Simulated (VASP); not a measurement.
Here is the system:

Space group Fm-3m (No. 225); a = 6.572 Å, b = 6.572 Å, c = 6.572 Å, α = 90.00°, β = 90.00°, γ = 90.00°

| atom | site | symmetry | x | y | z |
|---|---|---|---|---|---|
| Na | 8c | -43m | 0.2500 | 0.2500 | 0.2500 |
| S | 4a | m-3m | 0.0000 | 0.0000 | 0.0000 |
(The calculation used a cell of 3 atoms; values per cell refer to that cell.)

Calculation: PW91 GGA, VASP's PBE PAW potentials (set 64) (plane waves; VASP). Numerical set-up: 520 eV cut-off, 6×6×6 Γ-centred mesh, Gaussian smearing of 0.050 eV, potentials Na_pv S.

Give the energy at these volumes per atom, relative to the lowest: 22.11, 22.82, 23.52, 24.23, 24.93 Å³.

9.9, 2.7, 0.0, 1.1, 5.4 meV/atom. A third-order Birch-Murnaghan fit gives B0 = 28.0 GPa and B0′ = 4.2.

Measured: a 6.537 Å (computed value off by +0.5 %), as given by Some thermoelectric phenomena in copper chalcogenides replaced by lithium and sodium alkaline metals, Nanomaterials …. The calculation is for a static lattice, while the measured a holds thermal and zero-point effects, which are part of the difference.

The compound is Na2S in the antifluorite structure. It was relaxed first.
